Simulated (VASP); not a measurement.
A convergence study with VASP on PbS (rock salt): one setting is varied, all else stays as given below, so the limit is that of these other settings.

```
PbS
1.0
    0.00000     2.97000     2.97000
    2.97000     0.00000     2.97000
    2.97000     2.97000     0.00000
Pb S
1 1
Direct
  0.00000   0.00000   0.00000
  0.50000   0.50000   0.50000
```

The numbers are results of PBEsol GGA, VASP's PBE PAW potentials (set 64) (plane waves; VASP), not measurements. The tightest run used: 550 eV cut-off, 13×13×13 Monkhorst-Pack mesh, Gaussian smearing of 0.050 eV, potentials Pb_d S.

```json
[
 {"setting": "1×1×1 mesh", "E (eV/atom)": "-2.4935", "pressure (GPa)": "19.23", "irreducible k-points": "1"},
 {"setting": "2×2×2 mesh", "E (eV/atom)": "-5.0001", "pressure (GPa)": "-3.96", "irreducible k-points": "2"},
 {"setting": "3×3×3 mesh", "E (eV/atom)": "-4.7879", "pressure (GPa)": "-2.22", "irreducible k-points": "4"},
 {"setting": "4×4×4 mesh", "E (eV/atom)": "-4.7368", "pressure (GPa)": "-1.26", "irreducible k-points": "10"},
 {"setting": "5×5×5 mesh", "E (eV/atom)": "-4.7342", "pressure (GPa)": "-1.33", "irreducible k-points": "10"}
]
```

These are the cheaper rows. Estimate the results at 13×13×13 mesh, and how far the last row shown lies from them.

| quantity | tightest run | last row shown is off by |
|---|---|---|
| E (eV/atom) | -4.7269 | -0.0074 |
| pressure (GPa) | -1.11 | -0.22 |

Left out are rungs that failed or repeat a setting and relaxations that didn't move; long series are thinned to 24 rows.

The compound is PbS in the rock salt structure. The cell was not relaxed at this level.
